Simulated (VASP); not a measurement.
VASP ran on this input.

KPOINTS:
```
Regular mesh
0
G
 6 6 6
0 0 0
```

INCAR:
```
# general
SYSTEM   =  GaSb
PREC     =  Accurate
ENCUT    =  400   # plane-wave cut-off (eV)
LREAL    =  F
LASPH    =  T   # aspherical one-centre terms

# electronic loop
EDIFF    =  1E-6
NELM     =  100   # most electronic steps
ALGO     =  Normal
LMAXMIX  =  4   # l cut-off of mixed one-centre charges

# smearing
ISMEAR   =  0   # Gaussian
SIGMA    =  0.05   # width (eV)

# functional
GGA      =  PE

# ions
ISIF     =  2   # forces and stress, cell fixed

# output
LWAVE    =  F
LCHARG   =  F
```

File POSCAR:
```
GaSb
1
    0.0000000000     3.0500000000     3.0500000000
    3.0500000000     0.0000000000     3.0500000000
    3.0500000000     3.0500000000     0.0000000000
Ga Sb
1 1
Direct
  0.0000000000   0.0000000000   0.0000000000
  0.2500000000   0.2500000000   0.2500000000
```

POTCAR, in this order: Ga_d Sb (PBE.64 set). Program: vasp_std.

Question: Translate this PBE calculation to Ansatz.

Answer: One equivalent input (not run):
Ansatz 0.2 input:
```yaml
crystal:
  lattice:
    - [0.0000000, 3.0500000, 3.0500000]
    - [3.0500000, 0.0000000, 3.0500000]
    - [3.0500000, 3.0500000, 0.0000000]
  atoms:
    - { symbol: Ga, position: [0.0000000, 0.0000000, 0.0000000] }
    - { symbol: Sb, position: [0.2500000, 0.2500000, 0.2500000] }
kpoints:
  mp_grid: { grid: [6, 6, 6] }
hamiltonian:
  xc: pbe
  pseudopotentials: { kind: paw }
scf:
  occupations: { method: gaussian, width: 0.05 }
  max_iter: 100
output: { forces: true, stress: true, eigenvalues: true }
```
Limits of the translation: each code has its own PAW files, so the cut-off isn't converted (ENCUT is set for VASP's; basis.ecutwfc is left out, and Ansatz then takes the one that its files recommend); Ansatz stops its SCF on the density residual and VASP on the energy change (EDIFF).

The compound is GaSb in the zinc blende structure. The cell was not relaxed at this level.
